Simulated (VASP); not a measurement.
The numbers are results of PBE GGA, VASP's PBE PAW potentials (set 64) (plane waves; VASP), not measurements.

The input files of a VASP run:

### KPOINTS
```
Automatic mesh
0
Gamma
18 18 10
0 0 0
```

INCAR:
```
SYSTEM = Be
PREC = Accurate; ENCUT = 520; LREAL = .FALSE.
LASPH = .TRUE.
EDIFF = 1E-7; NELM = 100; ALGO = Normal
ISMEAR = 1; SIGMA = 0.1
GGA = PE
IBRION = 2; NSW = 30; ISIF = 4
EDIFFG = -0.01
LWAVE = .FALSE.; LCHARG = .FALSE.
```

POSCAR:
```
Be
1.0
  1.1103230300  -1.9231357348   0.0000000000
  1.1103230300   1.9231357348   0.0000000000
  0.0000000000   0.0000000000   3.4851995281
Be
2
direct
  0.3333330000   0.6666670000   0.2500000000
  0.6666670000   0.3333330000   0.7500000000
```

POTCAR, in this order: Be (PBE.64 set). Program: vasp_std.

The run wrote:

OSZICAR:
```
       N       E                     dE             d eps       ncg     rms          rms(c)
DAV:   1    -0.209096417002E+01   -0.20910E+01   -0.18725E+03  2676   0.558E+02
DAV:   2    -0.755209157980E+01   -0.54611E+01   -0.51827E+01  4176   0.664E+01
DAV:   3    -0.758174705250E+01   -0.29655E-01   -0.29654E-01  3402   0.459E+00
DAV:   4    -0.758178280377E+01   -0.35751E-04   -0.35752E-04  3906   0.130E-01
DAV:   5    -0.758178287707E+01   -0.73296E-07   -0.72743E-07  3390   0.226E-03    0.129E+00
DAV:   6    -0.752643800053E+01    0.55345E-01   -0.82002E-03  3078   0.139E+00    0.794E-01
DAV:   7    -0.750547957206E+01    0.20958E-01   -0.85772E-03  2922   0.143E+00    0.329E-02
DAV:   8    -0.750545631323E+01    0.23259E-04   -0.15112E-05  3906   0.461E-02    0.112E-02
DAV:   9    -0.750545461671E+01    0.16965E-05   -0.31779E-06  3240   0.220E-02    0.942E-04
DAV:  10    -0.750545458685E+01    0.29867E-07   -0.30452E-09  3282   0.490E-04
   1 F= -.75054546E+01 E0= -.75054198E+01  d E =-.750545E+01
       N       E                     dE             d eps       ncg     rms          rms(c)
DAV:   1    -0.750674115821E+01   -0.12865E-02   -0.13917E-02  3360   0.795E-01    0.452E-02
DAV:   2    -0.750672800872E+01    0.13149E-04   -0.59632E-05  3198   0.727E-02    0.276E-02
DAV:   3    -0.750671673163E+01    0.11277E-04   -0.66516E-06  3702   0.161E-02    0.357E-04
DAV:   4    -0.750671673574E+01   -0.41110E-08   -0.52113E-08  2994   0.231E-03
   2 F= -.75067167E+01 E0= -.75066573E+01  d E =-.126215E-02
```

OUTCAR:
```
------------------------ aborting loop because EDIFF is reached ----------------------------------------
  FORCE on cell =-STRESS in cart. coord.  units (eV):
  Direction    XX          YY          ZZ          XY          YZ          ZX
  --------------------------------------------------------------------------------------
  Total        0.7741204      0.7741203      0.7812699      0.0000000      0.0000000      0.0000000
  in kB       83.3301497     83.3301349     84.0997605      0.0000000      0.0000000      0.0000000
  external PRESSURE =      83.5866817 kB  Pullay stress =       0.0000000 kB
  volume of cell :       14.88
      direct lattice vectors                 reciprocal lattice vectors
     1.106832015 -1.917089114  0.000000000     0.451739734 -0.260812080  0.000000000
     1.106832015  1.917089114  0.000000000     0.451739734  0.260812080  0.000000000
     0.000000000  0.000000000  3.507219269    -0.000000000  0.000000000  0.285126171
 POSITION                                       TOTAL-FORCE (eV/Angst)
 -----------------------------------------------------------------------------------
      1.10683      0.63903      0.87680        -0.000000     -0.000000      0.000000
      1.10683     -0.63903      2.63041         0.000000      0.000000      0.000000
 -----------------------------------------------------------------------------------
    total drift:                                0.000000     -0.000004      0.000005
  FREE ENERGIE OF THE ION-ELECTRON SYSTEM (eV)
  ---------------------------------------------------
  free  energy   TOTEN  =        -7.5067167357 eV

  energy  without entropy=       -7.5065385319  energy(sigma->0) =       -7.50665733

 reached required accuracy - stopping structural energy minimisation
```
(Selected blocks of OUTCAR.)

File CONTCAR:
```
Be
   1.00000000000000
     1.1068320148386002   -1.9170891144367732    0.0000000000000000
     1.1068320148386002    1.9170891144367732    0.0000000000000000
     0.0000000000000000    0.0000000000000000    3.5072192692992861
  Be
     2
Direct
     0.3333330000000032    0.6666669999999968    0.2500000000000000
     0.6666669999999968    0.3333330000000032    0.7500000000000000
```

The compound is Be in the hcp structure. This cell is one point of a volume scan, at 0.94 of the reference volume. Symmetry was kept, so distortions that lower it aren't found.
